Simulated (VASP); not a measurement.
A run of VASP 6.6.1:

INCAR

```
PREC = Accurate
ENCUT = 600
EDIFF = 1E-6
ISMEAR = 1
SIGMA = 0.1
LREAL = False
LASPH = True
NELM = 150
ALGO = Normal
ISIF = 3
LWAVE = False
LCHARG = False
ISPIN = 2
MAGMOM = 1.5 1.5 1.5 1.5 -1.5 -1.5 -1.5 -1.5 0 0 0 0 0 0 0 0
LORBIT = 11
LMAXMIX = 4
METAGGA = R2SCAN
LMIXTAU = True
IBRION = 2
NSW = 90
EDIFFG = -0.01
AMIX = 0.2
BMIX = 1E-4
AMIX_MAG = 0.8
BMIX_MAG = 1E-4
KPAR = 8
```

KPOINTS

```
Automatic mesh
0
Gamma
  8 8 8
```

The input POSCAR:

```
CoSi
1.0
    0.0000000000      4.4380000000      4.4380000000
    4.4380000000      0.0000000000      4.4380000000
    4.4380000000      4.4380000000      0.0000000000
Co Si
8 8
Direct
    0.0700000000      0.0700000000      0.0700000000
    0.5700000000      0.0700000000      0.2900000000
    0.2900000000      0.5700000000      0.0700000000
    0.0700000000      0.2900000000      0.5700000000
    0.5700000000      0.5700000000      0.5700000000
    0.0700000000      0.5700000000      0.7900000000
    0.7900000000      0.0700000000      0.5700000000
    0.5700000000      0.7900000000      0.0700000000
    0.4215000000      0.4215000000      0.4215000000
    0.9215000000      0.4215000000      0.2355000000
    0.2355000000      0.9215000000      0.4215000000
    0.4215000000      0.2355000000      0.9215000000
    0.9215000000      0.9215000000      0.9215000000
    0.4215000000      0.9215000000      0.7355000000
    0.7355000000      0.4215000000      0.9215000000
    0.9215000000      0.7355000000      0.4215000000
```

Potentials or basis: VASP PAW PBE potentials, release 64 (Co, Si).

Launch:

```bash
$ cat potpaw_PBE.64/Co/POTCAR potpaw_PBE.64/Si/POTCAR > POTCAR
$ mpirun -np 8 vasp_std > vasp.out
```

Hardware: 8 MPI ranks on Intel(R) Xeon(R) 6975P-C (Granite Rapids), on a shared host.

Q: How long does it take, and how much memory?

A: It took 100 min on 8 MPI ranks on Intel(R) Xeon(R) 6975P-C (Granite Rapids), on a shared host, peak memory 1.7 GiB a rank. Counts: scf iterations 102, k points 90, ion steps 9.
